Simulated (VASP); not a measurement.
Ba3Zn2Te4: single point with PBEsol

Ba3Zn2Te4:

```xyz
9
Lattice="0.0000 4.8477 0.0000 8.8813 -2.4239 0.0000 2.8931 0.0000 -7.0845" Properties=species:S:1:pos:R:3 pbc="T T T"
Ba    3.7065    0.0000   -2.9024
Ba    8.0679    2.4239   -4.1820
Ba    0.0000    0.0000    0.0000
Zn    8.7027    0.0000   -6.8843
Zn    3.0717    2.4239   -0.2002
Te    6.0140    0.0000   -5.6921
Te    5.7604    2.4239   -1.3924
Te   10.8227    0.0000   -4.8519
Te    0.9517    2.4239   -2.2326
```

The cell was built by a generator and needn't be a form met in nature.

```
Program             : VASP 6.6.1
Task                : single point
Functional          : PBEsol
Potentials or basis : VASP PAW PBE potentials, release 64 (Ba_sv, Zn, Te)
Cutoff              : 520 eV
k mesh              : 4 × 4 × 3
Occupations         : fermi-dirac, width 0.01 eV
Spin                : no spin polarisation
```

* Pressure: 0.5 GPa
* Largest force: 2.417 eV/Å
* Band gap on the k mesh: none (metal or under the smearing width)

Forces on the atoms (eV/Å):
```
Ba  -0.190  0.000  0.219
Ba   0.190  0.000 -0.219
Ba   0.000  0.000  0.000
Zn   0.196  0.000 -0.087
Zn  -0.196  0.000  0.087
Te   0.048  0.000  0.070
Te  -0.048  0.000 -0.070
Te   0.313  0.000 -2.397
Te  -0.313  0.000  2.397
```

Stress tensor (GPa, compression positive):
```
-1.12  0.00 -0.44
 0.00 -1.09  0.00
-0.44  0.00  3.73
```

Levels at points of the mesh, in eV from the Fermi level:
```tsv
k point	band 37	band 38	band 39	band 40	band 41	band 42
(0.00, 0.00, 0.00)	-2.46	-1.01	-0.72	-0.24	0.22	0.36
(0.50, 0.00, 0.00)	-2.68	-0.63	-0.31	0.46	0.55	0.95
(0.00, 0.50, 0.00)	-2.33	-0.98	-0.40	0.28	0.36	0.79
```

Wall time 4.5 min on 1 thread of AMD EPYC 7R13 Processor (Zen 3), with other jobs on the host, peak memory 0.51 GiB.

Caveat: the PAW data sets were made with another functional, which shifts forces and pressure a little. Spin-orbit coupling is left out, which matters for the levels of Ba, Te.
